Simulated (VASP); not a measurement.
SiC:

```
CELL_PARAMETERS angstrom
3.09310 0.00000 0.00000
-1.54655 2.67870 0.00000
0.00000 0.00000 10.12608
ATOMIC_POSITIONS crystal
Si 0.66667 0.33333 0.93785
Si 0.33333 0.66667 0.43785
Si 0.00000 0.00000 0.68790
Si 0.00000 0.00000 0.18790
C 0.66667 0.33333 0.74981
C 0.33333 0.66667 0.24981
C 0.00000 0.00000 0.50045
C 0.00000 0.00000 0.00045
```

The cell is a database's computed one.

Base run:

```yaml
Program: VASP 6.6.1
Functional: PBE
Potentials_or_basis: VASP PAW PBE potentials, release 64 (Si, C)
Cutoff: 450 eV
k_mesh: 12 × 12 × 4
Occupations: gaussian, width 0.02 eV
Spin: no spin polarisation
```

Its results: band gap on the k mesh 2.22 eV, indirect (least direct gap 3.34 eV).

Problem. The run is repeated on the same cell with these changes: functional from PBE to r2SCAN; further incar settings from ALGO = Fast; EDIFF = 1e-08; IBRION = 8 to ALGO = Normal; EDIFF = 1e-06. What comes out?

Solution. Band gap on the k mesh 2.60 eV, indirect (least direct gap 3.78 eV).
